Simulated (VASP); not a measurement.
Consider the following.

```
CELL_PARAMETERS angstrom
      0.00000     2.68712     2.68712
      2.68712     0.00000     2.68712
      2.68712     2.68712     0.00000
ATOMIC_POSITIONS crystal
  Zn 0.00000 0.00000 0.00000
  S  0.25000 0.25000 0.25000
```

Method: AM05 GGA, VASP's PBE PAW potentials (set 64) (plane waves; VASP 6.6.1). Settings: 520 eV cut-off, Gaussian smearing of 0.050 eV, potentials Zn S.

Give the energies of bands 2 to 12 at the high-symmetry points, in eV from the valence-band maximum.

| band | Γ | X | U | L | W |
|---|---|---|---|---|---|
| 2 | -6.46 | -6.50 | -6.38 | -6.34 | -6.32 |
| 3 | -6.46 | -6.10 | -6.16 | -6.34 | -6.16 |
| 4 | -6.46 | -6.10 | -6.05 | -5.91 | -6.00 |
| 5 | -5.94 | -5.86 | -5.90 | -5.91 | -5.98 |
| 6 | -5.94 | -5.71 | -5.57 | -5.72 | -5.51 |
| 7 | 0.00 | -4.66 | -4.74 | -5.44 | -4.70 |
| 8 | 0.00 | -2.30 | -3.21 | -0.90 | -2.85 |
| 9 | 0.00 | -2.30 | -1.87 | -0.90 | -2.80 |
| 10 | 2.17 | 3.33 | 4.08 | 3.31 | 5.68 |
| 11 | 6.33 | 4.03 | 5.98 | 6.87 | 6.09 |
| 12 | 6.33 | 11.08 | 9.43 | 6.87 | 7.87 |

The gap is direct, 2.17 eV, from the valence maximum at Γ to the conduction minimum at Γ.

Measured: gap 3.94 eV (computed value off by -1.77 eV), as given by Wei Chen et al., Physical Review Materials (2018), doi:10.1103/physrevmaterials.2.073803 [zero-point renormalisation of 0.1 eV added back (the table's ZPR column)].

The compound is ZnS in the zinc blende structure. It was relaxed first.
